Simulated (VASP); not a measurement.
Data:

```
TiS2
1.0
    3.29390     0.00000     0.00000
   -1.64695     2.85260     0.00000
    0.00000     0.00000    11.87100
Ti S
2 4
Direct
  0.66667   0.33333   0.75000
  0.33333   0.66667   0.25000
  0.66667   0.33333   0.37614
  0.33333   0.66667   0.62386
  0.33333   0.66667   0.87614
  0.66667   0.33333   0.12386
```

Level of theory: PBEsol GGA, VASP's PBE PAW potentials (set 64) (plane waves; VASP). Run with 400 eV cut-off, 12×12×3 Γ-centred mesh, tetrahedra with Blöchl corrections, potentials Ti_sv S.

Without a dispersion term in the relaxation, distances and binding between the weakly bound layers, chains or molecules are unreliable, and so is what depends on them.

Question: What does the run give for the energy per atom (σ→0), band gap (on the k-mesh) with the smallest direct gap where there is one?

Answer: 
The band gap (on the k-mesh) is none (metal, semimetal or under 0.01 eV) and the energy per atom (σ→0) comes out as -665.3 kJ/mol-atom.

Only differences to runs with the same potentials and settings are physical.

The structure comes from a computed database's TiS2 entry (P6_3/mmc); how it stands against other phases isn't given here. It was relaxed first, which changed the volume by -11 %.
